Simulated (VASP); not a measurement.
Input of a VASP 6.6.1 run:

The input INCAR:

```
ALGO = Normal ; EDIFF = 1E-7
EDIFFG = -0.005 ; ENCUT = 520
GGA = PE ; IBRION = 2
ISIF = 3 ; ISMEAR = 0
KPAR = 4 ; LASPH = True
LCHARG = False ; LREAL = False
LWAVE = False ; NELM = 120
NSW = 60 ; POTIM = 0.3
PREC = Accurate ; SIGMA = 0.1
```

File KPOINTS:

```
k-points
0
Gamma
  10 10 2
```

Contents of POSCAR:

```
HfTeSe5                                 
1.0
    3.7745517937     -0.0000000000      0.0000000000
   -1.8872758919      3.2688577431     -0.0000000000
    0.0000000000     -0.0000000000     16.3591275877
  Hf              Te              Se            
     1     1     5
Direct
     1.0000000000000000    0.0000000000000000    0.9930307268656189
     0.0000000000000000    0.0000000000000000    0.4204296525649897
     0.3333333300000021    0.6666666699999979    0.0893743384872092
     0.6666666699999979    0.3333333300000021    0.8971817316655382
     0.3333333300000021    0.6666666699999979    0.5406590281986856
     0.6666666699999979    0.3333333300000021    0.3083323303015449
     0.0000000000000000    1.0000000000000000    0.6509921819164106
```

Potentials or basis: VASP PAW PBE potentials, release 64 (Hf_pv, Te, Se).

Launch:

```sh
$ cat potpaw_PBE.64/Hf_pv/POTCAR potpaw_PBE.64/Te/POTCAR potpaw_PBE.64/Se/POTCAR > POTCAR
$ mpirun -np 4 vasp_std > vasp.out
```

What does it give for the relaxed cell?

a = 3.775 Å, b = 3.775 Å, c = 16.358 Å, α = 90.00°, β = 90.00°, γ = 120.00°.

Predict the relaxed volume.

28.84 Å³/atom.

What does it give for the band gap on the k mesh?

None (metal or under the smearing width).

Estimate the space group after relaxing (to 0.05 Å).

P3m1 (No. 156).

Forces in eV/Å, atoms in the order of the input:
```
Hf   0.000  0.000  0.000
Te   0.000  0.000 -0.005
Se   0.000  0.000 -0.004
Se   0.000  0.000 -0.003
Se   0.000  0.000  0.005
Se   0.000  0.000  0.003
Se   0.000  0.000  0.005
```

Caveat: this functional lacks dispersion, which binds the layers, so the pressure and a relaxed spacing across them are unreliable. The run has no spin-orbit coupling, so splittings on Hf, Te are missing.
